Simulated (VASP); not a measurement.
Calculation: AM05 GGA, VASP's PBE PAW potentials (set 64) (plane waves; VASP).

VASP input:

POSCAR:
```
Ge
1
   -0.0000000000     2.8379189235     2.8379189235
    2.8379189235     0.0000000000     2.8379189235
    2.8379189235     2.8379189235     0.0000000000
Ge
2
Direct
  0.0000000000   0.0000000000   1.0000000000
  0.2500000000   0.2500000000   0.2500000000
```

**INCAR**
```
# general
SYSTEM  = Ge
PREC    = Accurate
ENCUT   = 520
LREAL   = .FALSE.
LASPH   = .TRUE.

# electronic loop
EDIFF   = 1E-7
NELM    = 100
ALGO    = Normal
LMAXMIX = 4

# smearing
ISMEAR  = -5

# functional
GGA     = AM

# ions
ISIF    = 2

# output
LWAVE   = .FALSE.
LCHARG  = .TRUE.
LORBIT  = 11
NEDOS   = 601
```

KPOINTS:
```
Regular mesh
0
gamma
  12 12 12
0 0 0
```

POTCAR, in this order: Ge_d (PBE.64 set). Program: vasp_std.

Problem. What does the run give for the energy per atom (σ→0), band gap (on the k-mesh)?

Solution. 
```json
{
  "energy per atom (σ→0)": "-4.697 eV/atom",
  "band gap (on the k-mesh)": "none (metal, semimetal or under 0.01 eV)"
}
```

**OSZICAR**
```
...
DAV:   7    -0.939159296348E+01    0.40466E-01   -0.64312E-02  2692   0.275E+00    0.166E-01
DAV:   8    -0.939387716357E+01   -0.22842E-02   -0.94565E-03  3088   0.160E+00    0.461E-02
DAV:   9    -0.939398554241E+01   -0.10838E-03   -0.56534E-04  3130   0.465E-01    0.239E-02
DAV:  10    -0.939405537460E+01   -0.69832E-04   -0.13189E-04  2866   0.737E-02    0.663E-03
DAV:  11    -0.939405713682E+01   -0.17622E-05   -0.73638E-06  3104   0.420E-02    0.243E-03
DAV:  12    -0.939405747151E+01   -0.33469E-06   -0.12784E-06  2614   0.125E-02    0.480E-04
DAV:  13    -0.939405743767E+01    0.33840E-07   -0.34920E-08  2254   0.210E-03
   1 F= -.93940574E+01 E0= -.93940574E+01  d E =0.000000E+00
```

The compound is Ge in the diamond structure. It was relaxed first.
